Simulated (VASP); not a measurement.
Consider the following.

```
CELL_PARAMETERS angstrom
      0.00000     2.36928     2.36928
      2.36928     0.00000     2.36928
      2.36928     2.36928     0.00000
ATOMIC_POSITIONS crystal
  Na 0.00000 0.00000 0.00000
  F  0.50000 0.50000 0.50000
```

Calculation: HSE06 screened hybrid, VASP's PBE PAW potentials (set 64) (plane waves; VASP). Settings: 520 eV cut-off, 8×8×8 Γ-centred mesh, Gaussian smearing of 0.050 eV, potentials Na_pv F.

Estimate the energy per atom (σ→0), pressure, band gap (on the k-mesh) with the smallest direct gap where there is one.

The band gap (on the k-mesh) is 8.09 eV. The smallest direct gap (on the k-mesh) is 8.09 eV and the energy per atom (σ→0) is -497.8 kJ/mol of atoms. The pressure is -2.71 GPa.

The absolute energy has meaning only against runs of the same code, potentials and settings.

The compound is NaF in the rock salt structure. This cell is one point of a volume scan, at 1.03 of the reference volume. The cell's shape comes from a PBE relaxation.
